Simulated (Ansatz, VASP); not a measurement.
# Cross-check of TiC (TiC strained to the junction's net) between VASP and Ansatz

Aim: how closely do two programs agree when they are given the same cell, functional and k mesh? The cell is generated by rule, not measured, and may not be a known phase. The structure shown is the end of the Ansatz relaxation below.

Calculated with Ansatz 0.2.0; plane waves, with VASP 6.6.1 beside it; PBE.

## 1. The structure

Symmetry: R-3m, No. 166, trigonal system. The conventional cell has a = 3.030 Å, b = 3.030 Å, c = 7.553 Å, α = 90.00°, β = 90.00°, γ = 120.00°. Nearest to Ti lie 6 C at 2.16 Å. C has 6 Ti at 2.16 Å nearest. Farther neighbours are not listed.

## 2. Ansatz: relaxation, PBE

Ansatz runs on its default PAW (the set named soft_2) files.

This run makes the geometry at which the two programs are then compared.

input.yaml reads:

```yaml
crystal:
  lattice:
    - [3.03, 0.0, 0.0]
    - [-1.515, 2.6240569735, 0.0]
    - [0.0, 0.0, 7.5542582501]
  atoms:
    - { symbol: Ti, position: [0.0, 0.0, 0.0] }
    - { symbol: C, position: [0.3333333333, 0.6666666667, 0.1666666667] }
    - { symbol: Ti, position: [0.6666666667, 0.3333333333, 0.3333333333] }
    - { symbol: C, position: [0.0, 0.0, 0.5] }
    - { symbol: Ti, position: [0.3333333333, 0.6666666667, 0.6666666667] }
    - { symbol: C, position: [0.6666666667, 0.3333333333, 0.8333333333] }
kpoints:
  mp_grid: { grid: [12, 12, 4] }
scf:
  occupations: { method: fermi_dirac, width: 0.1 }
  max_iter: 150
hamiltonian:
  xc: pbe
relax:
  f_tol: 0.01
  max_steps: 40
  cell: { fix: [a, b, angles] }
```

The run is started by

```console
$ ansatz run input.yaml --threads 4 --pin off --max-ram 12288MiB --backend cpu --events-out ev --progress --plain --runs-dir out
```

Numbers of over 12 decimals in the logs are rounded to 6 here.

The log of the run:

```text
Engine: ansatz 0.2.0, x86_64-unknown-linux-gnu
Pseudopotentials: kind: paw
Pseudopotential: Ti, paw, valence charge 12, recommended cutoff 420 eV (normal), Ti.paw.azcp
Pseudopotential: C, paw, valence charge 4, recommended cutoff 420 eV (normal), C.paw.azcp
Functional definition: PBE
  parameter kappa = 0.804
  parameter beta = 0.066725
  exchange = pbe_x(kappa = kappa, mu = beta*pi^2/3)
  correlation = pbe_c(beta = beta)
Crystal: 6 atoms, lattice volume = 60.063 Å³
Basis set: ecut = 420 eV, 1189 PW (Γ), exchange–correlation on 48×48×108 points (8 copies of the dense FFT grid, shifted against one another)
Bands: 30, of which v1, the nominal top of the filled ones, is band 24 counted from 1 (23 counted from 0)
Symmetry: 36 space group operations
Space group: R-3m (ITA 166), of the structure as read, at distance tolerance 3.9e-5 Å
k-points: 69 of 576
Non-local potential: Ti, projectors of the file, l = 0: 3, l = 1: 2, l = 2: 3, l = 3: 1
Non-local potential: C, projectors of the file, l = 0: 2, l = 1: 2, l = 2: 1
PAW form: soft (Blöchl's): semilocal exchange-correlation on the pseudo side does not see the compensation charge
PAW one-centre angular grid: Ti, 590 points (default); XC on 64 Gauss nodes
PAW one-centre angular grid: C, 110 points (default); XC on 64 Gauss nodes
Initial density: superposition of atomic densities (neutral atoms: chi_scale 0, normalization atom), corrected by the library's trained network
Initial wavefunctions: pseudopotential atomic-orbital guess
Functional: x = pbe(κ = 0.804, μ = 0.219515), c = pbe(β = 0.066725)
SCF iter   1: F=—  HF=-8256.806777 eV  |F-HF|=—  |Δ(HF+E_count)|=         —  Δρ=3.75e-3  dr2=6.20e-3  ethr=1.77e-3  ⟨swp⟩=4.0  Hψ=7665  notcnv=0
preconditioner: auto → Kerker (q_TF=auto, 2.628 Å⁻¹)  [metal: Δε(μ)=0.075 eV  Ē_g=6.834 eV  σ=0.100 eV  W_gap=0.18  n_scr=24 (ndim 8)  ℏωp=23.5 eV  f_vac=0.000  D(μ)=0.82/eV (n_scr^D=2)]
SCF iter   2: F=—  HF=-8256.805439 eV  |F-HF|=—  |Δ(HF+E_count)|=   1.34e-3  Δρ=1.77e-3  dr2=9.79e-4  ethr=1.29e-5  ⟨swp⟩=2.0  Hψ=2847  notcnv=0
SCF iter   3: F=—  HF=-8256.805457 eV  |F-HF|=—  |Δ(HF+E_count)|=   1.76e-5  Δρ=5.35e-4  dr2=1.08e-4  ethr=2.04e-6  ⟨swp⟩=2.0  Hψ=2421  notcnv=0
SCF iter   4: F=—  HF=-8256.805455 eV  |F-HF|=—  |Δ(HF+E_count)|=   1.66e-6  Δρ=9.04e-5  dr2=3.07e-6  ethr=2.26e-7  ⟨swp⟩=2.4  Hψ=2769  notcnv=0
SCF iter   5: F=—  HF=-8256.805378 eV  |F-HF|=—  |Δ(HF+E_count)|=   7.69e-5  Δρ=1.54e-5  dr2=8.04e-8  ethr=6.39e-9  ⟨swp⟩=2.1  Hψ=2691  notcnv=0
SCF iter   6: F=-8256.805378 eV  HF=-8256.805378 eV  |F-HF|=1.18e-9  |Δ(HF+E_count)|=   4.54e-8  Δρ=2.14e-6  dr2=1.16e-9  ethr=1.67e-10  ⟨swp⟩=2.4  Hψ=6581  notcnv=0
SCF 1 converged in 6 iterations: F = -8256.805378 eV  dr2 = 1.16e-9
  greatest PAW one-centre occupation: 0.999 electrons in one spin orbital (limit 2), on the Ti atom at site 4 (counted from 0), in its partial waves of l = 0
relax step   1: F+E_penalty+E_count = -8256.80537815 eV  Δ(F+E_penalty+E_count) = +0.000e0 eV  max|allowed force component| = 1.341e-25 eV/Å  Δτ_max = 0.0000 Å  P = +4.089 GPa  Ω = 60.063 Å³  fix = [a, b, alpha, beta, gamma]  reactions: a +6.166, b +6.166 GPa  (6 SCF iters, dr2 threshold 1.00e-7 eV, accepted)
[...]
relax step   2: F+E_penalty+E_count = -8256.80539635 eV  Δ(F+E_penalty+E_count) = -1.820e-5 eV  max|allowed force component| = 5.784e-27 eV/Å  Δτ_max = 0.0000 Å  P = +4.132 GPa  Ω = 60.053 Å³  energy of the carried Pulay correction = +1.669e-5 eV  fix = [a, b, alpha, beta, gamma]  reactions: a +6.190, b +6.190 GPa  (4 SCF iters, dr2 threshold 1.08e-8 eV, accepted)
[...]
relax step   3: F+E_penalty+E_count = -8256.80539089 eV  Δ(F+E_penalty+E_count) = +5.457e-6 eV  max|allowed force component| = 8.050e-28 eV/Å  Δτ_max = 0.0000 Å  P = +4.131 GPa  Ω = 60.053 Å³  fix = [a, b, alpha, beta, gamma]  reactions: a +6.190, b +6.190 GPa  stress off target by 1.50e-2 GPa on what of the cell is left free  SCF on the basis re-selected at this cell (its energy is not comparable with the rows above)  (4 SCF iters)
basis re-selected at this cell: Δ(F+E_penalty+E_count) = +5.457e-6 eV, ΔP = -0.000 GPa vs the last step (what re-selecting the basis moved, of the pressure what is left beyond the Pulay correction that the steps carried, after the strain that the cell walked since its last selection, with what the two solves' SCF thresholds leave and, on support functions, any second-order correction that the steps lacked; it is no m [...]
SCF converged after 4 iterations
Free energy (F): -8256.805391 eV
Harris-Foulkes:  -8256.805391 eV  (|F-HF|=3.64e-12)
Internal energy: -8256.776912 eV  (E = F + TS)
E sigma→0 (E₀):  -8256.791151 eV
Entropy (-TS):   -0.028479 eV (-4.746 meV/atom)
Fermi energy:    14.957562 eV
--- Per-component energies (eV) ---
  E_band       = -320.276355
  E_kinetic    = 1089.793079
  E_local      = -2299.598812  (includes V_loc(G=0)·N_el)
  E_nonlocal   = 96.100237
  E_hartree    = 936.482620
  E_xc         = -443.074135
  E_vxc        = -553.398295  (∫ρ·V_xc dr)
  E_paw        = -3436.042166  (= ΣΔE_a)
  E_vpaw       = -526.138346  (= ΣTr[D̂ρ^β])
  E_aug_tail   = 0.000458  (compensation charges beyond the density's cutoff)
  E_ewald      = -4200.438192
  E_smearing   = -0.028479  (= −TS)
  E_closure    = 0.000000  (closes the sum)
  Σ components = -8256.805391   (vs F -8256.805391, Δ=0.00e0)
--- Forces (eV/Å), atoms counted from 1 ---
  atom   1  Ti     0.00000000     0.00000000    -0.00000000
  atom   2  C      0.00000000     0.00000000     0.00000000
  atom   3  Ti    -0.00000000     0.00000000    -0.00000000
  atom   4  C      0.00000000     0.00000000     0.00000000
  atom   5  Ti     0.00000000     0.00000000     0.00000000
  atom   6  C      0.00000000    -0.00000000     0.00000000
  max |Σ_I F_I| component: 5.00e-28 eV/Å
--- Stress (GPa, compression-positive) ---
        6.189687       0.000000       0.000000
        0.000000       6.189687       0.000000
        0.000000       0.000000       0.015020
  P = ⅓ Tr σ = 4.1315 GPa (41.315 kbar)
--- Relaxed structure (2 steps of the walk, 2 accepted, 1 SCFs on fresh bases) ---
  F+E_penalty+E_count = -8256.80539089 eV   max|allowed force component| = 8.050e-28 eV/Å   (the final SCF, on the basis selected at the relaxed cell)
  cell:  # Å, volume = 60.0535 Å³
    - [3.030000, 0, 0]
    - [-1.515000, 2.624057, 0]
    - [0, 0, 7.553046]
  atoms:
    - { symbol: Ti, position: [0, 0, 0] }
    - { symbol: C, position: [0.333333, 0.666667, 0.166667] }
    - { symbol: Ti, position: [0.666667, 0.333333, 0.333333] }
    - { symbol: C, position: [0, 0, 0.500000] }
    - { symbol: Ti, position: [0.333333, 0.666667, 0.666667] }
    - { symbol: C, position: [0.666667, 0.333333, 0.833333] }
```

The column dr2 measures how far the density is from self-consistency, as an energy; F and HF (Harris–Foulkes) agree once it is small.

## 3. VASP: single point, PBE

The same cell, functional, mesh and smearing now go to VASP, with its own data sets.

Lines of VASP's logs that name or quote its potential files are left out, and so is its time.

INCAR reads:

```
SYSTEM = TiC
PREC = Accurate
ENCUT = 600
EDIFF = 1E-06
NELM = 120
ISMEAR = -1
SIGMA = 0.1
LREAL = .FALSE.
ALGO = Normal
GGA = PE
NBANDS = 30
LASPH = .TRUE.
LORBIT = 11
LWAVE = .FALSE.
LCHARG = .FALSE.
ISIF = 2
GGA_COMPAT = .FALSE.
KPAR = 2
```

POSCAR reads:

```
TiC
1.0
    3.0300000000      0.0000000000      0.0000000000
   -1.5150000000      2.6240569735      0.0000000000
    0.0000000000      0.0000000000      7.5530459608
Ti C
3 3
Direct
    0.0000000000      0.0000000000      0.0000000000
    0.6666666667      0.3333333333      0.3333333333
    0.3333333333      0.6666666667      0.6666666667
    0.3333333333      0.6666666667      0.1666666667
    0.0000000000      0.0000000000      0.5000000000
    0.6666666667      0.3333333333      0.8333333333
```

KPOINTS reads:

```
Automatic mesh
0
Gamma
12 12 4
0 0 0
```

Potentials, in the order of the species: Ti_sv and C (PBE family, release 64).

The run is started by

```console
$ mpirun -np 2 vasp_std
```

The log of the run:

```text
[banner, memory and clock lines left out]
running    2 mpi-ranks, on    1 nodes
 distrk:  each k-point on    1 cores,    2 groups
 distr:  one band on    1 cores,    1 groups

 POSCAR found type information on POSCAR TiC
 POSCAR found :  2 types and       6 ions
 LDA part: xc-table for (Slater+PW92), standard interpolation
 POSCAR, INCAR and KPOINTS ok, starting setup
 FFT: planning ... GRIDC
 FFT: planning ... GRID_SOFT
 FFT: planning ... GRID
 WAVECAR not read
 entering main loop
       N       E                     dE             d eps       ncg     rms          rms(c)
DAV:   1     0.629026352123E+03    0.62903E+03   -0.25862E+04  4140   0.217E+03
DAV:   2     0.245554270533E+02   -0.60447E+03   -0.58771E+03  4152   0.607E+02
DAV:   3    -0.661717661463E+02   -0.90727E+02   -0.87023E+02  6992   0.189E+02
DAV:   4    -0.725416074058E+02   -0.63698E+01   -0.63365E+01  6094   0.486E+01
DAV:   5    -0.728113547354E+02   -0.26975E+00   -0.26959E+00  6108   0.917E+00    0.322E+01
DAV:   6    -0.575141762070E+02    0.15297E+02   -0.14179E+02  5840   0.849E+01    0.113E+01
DAV:   7    -0.561252429030E+02    0.13889E+01   -0.20409E+01  5828   0.309E+01    0.731E+00
DAV:   8    -0.561240716453E+02    0.11713E-02   -0.15699E+00  5584   0.103E+01    0.150E+00
DAV:   9    -0.561117644149E+02    0.12307E-01   -0.24428E-01  5980   0.412E+00    0.851E-01
DAV:  10    -0.561192211514E+02   -0.74567E-02   -0.48365E-02  5254   0.222E+00    0.576E-01
DAV:  11    -0.561175567114E+02    0.16644E-02   -0.12591E-02  5750   0.118E+00    0.478E-02
DAV:  12    -0.561175916296E+02   -0.34918E-04   -0.98083E-04  6454   0.221E-01    0.703E-02
DAV:  13    -0.561175426043E+02    0.49025E-04   -0.44173E-04  5960   0.143E-01    0.123E-02
DAV:  14    -0.561175424580E+02    0.14625E-06   -0.42271E-05  6082   0.450E-02    0.795E-03
DAV:  15    -0.561175412117E+02    0.12463E-05   -0.70724E-06  4952   0.197E-02    0.291E-03
DAV:  16    -0.561175413184E+02   -0.10663E-06   -0.35280E-07  3126   0.514E-03
   1 F= -.56117541E+02 E0= -.56103235E+02  d E =-.286134E-01
```

From OUTCAR (step 3):

```text
ion  position               nearest neighbor table
   1  0.000  0.000  0.000-   4 2.16   6 2.16   6 2.16   4 2.16   6 2.16   4 2.16
   2  0.667  0.333  0.333-   4 2.16   4 2.16   4 2.16   5 2.16   5 2.16   5 2.16
   3  0.333  0.667  0.667-   6 2.16   6 2.16   6 2.16   5 2.16   5 2.16   5 2.16
   4  0.333  0.667  0.167-   2 2.16   2 2.16   2 2.16   1 2.16   1 2.16   1 2.16
   5  0.000  0.000  0.500-   2 2.16   3 2.16   2 2.16   3 2.16   2 2.16   3 2.16
   6  0.667  0.333  0.833-   3 2.16   3 2.16   3 2.16   1 2.16   1 2.16   1 2.16

  LATTYP: Found a hexagonal cell.
 ALAT       =     3.0300000000
 C/A-ratio  =     2.4927544425

 Subroutine GETGRP returns: Found 12 space group operations
 (whereof 12 operations were pure point group operations)

The static configuration has the point symmetry D_3d.

 Found     69 irreducible k-points:

   k-points           NKPTS =     69   k-points in BZ     NKDIM =     69   number of bands    NBANDS=     30

   dimension x,y,z NGX =    24 NGY =   24 NGZ =   60
   dimension x,y,z NGXF=    48 NGYF=   48 NGZF=  120

   ENCUT  =  600.0 eV  44.10 Ry    6.64 a.u.   6.05  6.05 15.09*2*pi/ulx,y,z

   NELECT =      48.0000    total number of electrons

 k-points in reciprocal lattice and weights: Automatic mesh
   0.00000000  0.00000000  0.00000000       0.002
   0.08333333  0.00000000  0.00000000       0.010
   0.16666667  0.00000000  0.00000000       0.010
   0.25000000  0.00000000  0.00000000       0.010
   0.33333333  0.00000000  0.00000000       0.010
   0.41666667  0.00000000  0.00000000       0.010
   0.50000000  0.00000000  0.00000000       0.005
   0.08333333  0.08333333  0.00000000       0.010
   0.16666667  0.08333333  0.00000000       0.021
[...]
0.33333333  0.25000000  0.50000000       0.021
   0.33333333  0.33333333  0.50000000       0.003

 average (electrostatic) potential at core
       1 -70.9494       2 -70.9494       3 -70.9494       4 -44.2326       5 -44.2326
       6 -44.2326

 E-fermi :   9.5955

 k-point     1 :       0.0000    0.0000    0.0000
  band No.  band energies     occupation
    ...
     17       5.3659      2.00000
     18       7.2875      2.00000
     19       7.2875      2.00000
     20       7.2875      2.00000
     21       7.2875      2.00000
     22      10.1732      0.00617
     23      10.3393      0.00118
     24      10.3393      0.00118
     25      11.1817      0.00000
     26      11.3345      0.00000
    ...

 k-point     2 :       0.0833    0.0000    0.0000
  band No.  band energies     occupation
    ...
     18       7.1206      2.00000
     19       7.1714      2.00000
     20       7.3519      2.00000
     21       7.5121      2.00000
     22       9.6761      0.61749
     23       9.8194      0.19263
     24       9.9792      0.04221
     25      10.3168      0.00147
     26      10.8764      0.00001
     27      11.5080      0.00000
    ...

 k-point     3 :       0.1667    0.0000    0.0000
  band No.  band energies     occupation
    ...
     20       7.1507      2.00000
     21       7.8717      2.00000
     22       8.3155      1.99999
     23       8.8585      1.99874
     24       9.1804      1.96898
     25      10.4480      0.00040
     26      10.9348      0.00000
     27      11.1291      0.00000
     28      11.6332      0.00000
     29      12.1339      0.00000
    ...

  Total        2.3576111      2.3576111      0.0522597      0.0000000      0.0000000      0.0000000
  in kB       62.8991438     62.8991438      1.3942453      0.0000000      0.0000000      0.0000000
  external PRESSURE =      42.3975110 kB  Pullay stress =       0.0000000 kB

  energy-cutoff  :      600.00
  volume of cell :       60.05
      direct lattice vectors                 reciprocal lattice vectors
     3.030000000  0.000000000  0.000000000     0.330033003  0.190544643  0.000000000
    -1.515000000  2.624056974  0.000000000     0.000000000  0.381089287  0.000000000
     0.000000000  0.000000000  7.553045961     0.000000000  0.000000000  0.132396917

 POSITION                                       TOTAL-FORCE (eV/Angst)
 -----------------------------------------------------------------------------------
      0.00000      0.00000      0.00000         0.000000      0.000000     -0.000000
      1.51500      0.87469      2.51768        -0.000000      0.000000     -0.000000
     -0.00000      1.74937      5.03536         0.000000     -0.000000      0.000000
     -0.00000      1.74937      1.25884        -0.000000      0.000000     -0.000000
      0.00000      0.00000      3.77652        -0.000000      0.000000     -0.000000
      1.51500      0.87469      6.29420        -0.000000      0.000000     -0.000000
 -----------------------------------------------------------------------------------
    total drift:                                0.000000     -0.000000     -0.000000

  FREE ENERGIE OF THE ION-ELECTRON SYSTEM (eV)
  ---------------------------------------------------
  free  energy   TOTEN  =       -56.1175413184 eV

  energy  without entropy=      -56.0889278980  energy(sigma->0) =      -56.10323461

 total charge
# of ion       s       p       d       tot
------------------------------------------
    1        2.202   6.254   1.969  10.425
    2        2.202   6.254   1.969  10.425
    3        2.202   6.254   1.969  10.425
    4        0.897   1.513   0.000   2.410
    5        0.897   1.513   0.000   2.410
    6        0.897   1.513   0.000   2.410
--------------------------------------------------
tot          9.295  23.304   5.907  38.506

[... 3 further parts left out ...]
```

The run ends at a pressure of 4.24 GPa.

## 4. Differences

Known differences besides the potentials themselves: the cutoff is 420 eV in Ansatz and 600 eV in VASP; Ansatz's pressure holds a Pulay correction, VASP's none. Total energies have different zeros and are not compared.

Compared:

```tsv
quantity	Ansatz	VASP	difference
pressure (GPa)	4.13	4.24	-0.11
```

## 5. Results

| Property | Result |
| --- | --- |
| difference in pressure (single point, PBE) | -0.11 GPa |

The difference in pressure is -0.11 GPa (single point, PBE), within the 1 GPa picked in this series as the mark of a large difference. How closely two codes agree says nothing of how well the functional describes the real material.

[Lines on the potential files, build, host, timing and source positions are cut from VASP's logs without a mark.]

[Logs are printed without paths, hosts, clocks, repeated set-up lines and the standing remarks that a program may print on its own settings, such as how far it seeks lower states.]

[Hosts, paths, dates, database ids (printed as entryN), source tags and the programs' standing remarks are cut or masked in the printed files.]
